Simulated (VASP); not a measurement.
A VASP calculation is set up with these files.

### KPOINTS
```
Regular mesh
0
gamma
5 5 3
0 0 0
```

### INCAR
```
! general
SYSTEM  = TePt
PREC    = Accurate
ENCUT   = 300
LREAL   = .FALSE.
LASPH   = .TRUE.

! electronic loop
EDIFF   = 1E-6
NELM    = 100
ALGO    = Normal
LMAXMIX = 6

! smearing
ISMEAR  = 0
SIGMA   = 0.05

! functional
GGA     = PE

! ions
ISIF    = 2

! output
LWAVE   = .FALSE.
LCHARG  = .FALSE.
```

File POSCAR:
```
TePt
4.0552670
  1.0000000000   0.0000000000   0.0000000000
  0.0000000000   1.0000000000   0.0000000000
  0.0000000000   0.0000000000   1.7608071182
Pt Te
2 2
Cartesian
  0.0000000000   0.5000000000   0.0000000000
  0.5000000000   0.0000000000   0.8804035591
  0.0000000000   0.0000000000   0.4402017796
  0.0000000000   0.0000000000   1.3206053387
```

POTCAR, in this order: Pt Te (PBE.64 set). Program: vasp_std.

Task: Write an equivalent input for Quantum ESPRESSO's pw.x.

Result: One equivalent input (not run):
```
&CONTROL
  calculation = 'scf'
  pseudo_dir = './pseudo'
  outdir = './out'
  tprnfor = .true.
  tstress = .true.
/
&SYSTEM
  ibrav = 0
  nat = 4
  ntyp = 2
  ecutwfc = 84
  occupations = 'smearing'
  smearing = 'gaussian'
  degauss = 0.003675
  input_dft = 'pbe'
/
&ELECTRONS
  conv_thr = 7.3e-08
  electron_maxstep = 100
/
ATOMIC_SPECIES
  Pt 195.084 Pt.upf
  Te 127.600 Te.upf
CELL_PARAMETERS angstrom
     4.0552670    0.0000000    0.0000000
     0.0000000    4.0552670    0.0000000
     0.0000000    0.0000000    7.1405430
ATOMIC_POSITIONS crystal
  Pt   0.0000000  0.5000000  0.0000000
  Pt   0.5000000  0.0000000  0.5000000
  Te   0.0000000  0.0000000  0.2500000
  Te   0.0000000  0.0000000  0.7500000
K_POINTS automatic
  5 5 3 0 0 0
```
What does not carry over: the potentials are each code's own (VASP's PAW set, PseudoDojo norm-conserving files in pw.x), so ENCUT and ecutwfc are chosen apart and not converted; conv_thr bounds pw.x's estimated SCF error, while EDIFF bounds the energy change between steps.

The structure was generated: TePt was put into the PtS type (P4_2/mmc), which need not be its known phase. The cell was not relaxed at this level. The k-mesh is coarse (spacing up to 0.31 per Å, 2π included), so the numbers may not be converged in it. The run is one of a series of settings (ENCUT = 300 against the base run), some of them coarse on purpose.
